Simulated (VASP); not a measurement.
```
CELL_PARAMETERS angstrom
      0.00000     2.72944     2.72944
      2.72944     0.00000     2.72944
      2.72944     2.72944     0.00000
ATOMIC_POSITIONS crystal
  Pd 0.00000 0.00000 0.00000
  Sb 0.50000 0.50000 0.50000
```

These are PBEsol GGA, VASP's PBE PAW potentials (set 64) (plane waves; VASP 6.6.1) values and carry that method's errors. Run with 400 eV cut-off, Gaussian smearing of 0.050 eV, potentials Pd Sb.

Task: Give the energies of bands 2 to 10 at the high-symmetry points, in eV from the Fermi level.

Result: 
```tsv
band	Γ	X	U	L	W
2	-3.24	-4.58	-4.66	-6.31	-4.41
3	-3.24	-3.87	-4.49	-4.47	-4.35
4	-3.24	-2.91	-3.86	-4.47	-4.35
5	-3.21	-2.41	-2.52	-2.66	-2.41
6	-3.21	-2.41	-2.49	-2.66	-1.72
7	1.64	-1.25	-1.84	-1.94	-1.72
8	1.64	-1.21	-1.30	4.15	-1.42
9	1.64	-1.21	0.62	4.15	-1.30
10	6.36	2.15	4.10	4.53	7.24
```

It has no gap at this level: it comes out as a metal or semimetal.

The structure was generated: PdSb was put into the rock salt type (Fm-3m), which need not be its known phase. It was relaxed first, which changed the volume by -25 %. The electron count is odd and the run is not spin-polarised, which forces a metal.
